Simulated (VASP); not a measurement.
```
Pt
1.0
    0.00000     1.90856     1.90856
    1.90856     0.00000     1.90856
    1.90856     1.90856     0.00000
Pt
1
Direct
  0.00000   0.00000   0.00000
```

Computed with SCAN meta-GGA, VASP's PBE PAW potentials (set 64) (plane waves; VASP). Run with 520 eV cut-off, 16×16×16 Γ-centred mesh, first-order Methfessel-Paxton smearing of 0.10 eV, potentials Pt.

Task: Give the stress tensor in GPa (positive for a compressed cell).

Result: 
```
21.40   0.00   0.00
 0.00  21.40   0.00
 0.00   0.00  21.40
```
The pressure is its mean diagonal, 21.40 GPa.

The compound is Pt in the fcc structure. This cell is one point of a volume scan, at 0.94 of the reference volume.
